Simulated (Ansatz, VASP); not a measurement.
## One calculation of GaSi, two programs

```
Ga Si
1.0
     0.00000    2.82609    2.82609
     2.82609    0.00000    2.82609
     2.82609    2.82609    0.00000
Ga Si
1 1
Direct
  0.00000 0.00000 0.00000
  0.25000 0.25000 0.25000
```

Alike in both runs: task relaxation of cell and atoms; functional PBE; k mesh 18 × 18 × 18; occupations gaussian, width 0.1 eV; no spin polarisation.

```csv
,VASP,Ansatz
version,VASP 6.6.1,Ansatz 0.2.0
potentials or method,"VASP PAW PBE potentials, release 64 (Ga_d, Si)","scalar-relativistic, plane waves, PAW"
plane-wave cutoff (eV),600,420
valence electrons in the cell,17,17
```

VASP gave:

| Quantity | Value |
| --- | --- |
| gap on the k mesh at the Fermi level, each at its own relaxed structure (eV) | none |
| relaxed volume (Å³/atom) | 22.61 |
| relaxed cell length with the largest relative difference (Å) | 3.999 |

Q: Which values does Ansatz return?

A: gap on the k mesh at the Fermi level, each at its own relaxed structure (eV): none; relaxed volume (Å³/atom): 22.60; relaxed cell length with the largest relative difference (Å): 3.999.

A gap of «none» marks a metal or a gap that the smearing closes.
